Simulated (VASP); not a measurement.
Data:

```
CELL_PARAMETERS angstrom
      0.00000     2.97797     2.97797
      2.97797     0.00000     2.97797
      2.97797     2.97797     0.00000
ATOMIC_POSITIONS crystal
  In 0.00000 0.00000 0.00000
  P  0.25000 0.25000 0.25000
```

Calculation: PBE GGA, VASP's PBE PAW potentials (set 64) (plane waves; VASP). Numerical set-up: 480 eV cut-off, 8×8×8 Γ-centred mesh, Gaussian smearing of 0.050 eV, potentials In_d P.

Unless said otherwise, spin-orbit coupling is left out, though it shifts the bands of the heavy elements here.

**Question.** What does the run give for the energy per atom (σ→0), band gap (on the k-mesh) with the smallest direct gap where there is one?

**Answer.** 
```yaml
band gap (on the k-mesh): 0.45 eV
smallest direct gap (on the k-mesh): 0.45 eV
energy per atom (σ→0): -4.203 eV/atom
```

The absolute energy has meaning only against runs of the same code, potentials and settings.

The compound is InP in the zinc blende structure. It was relaxed first.
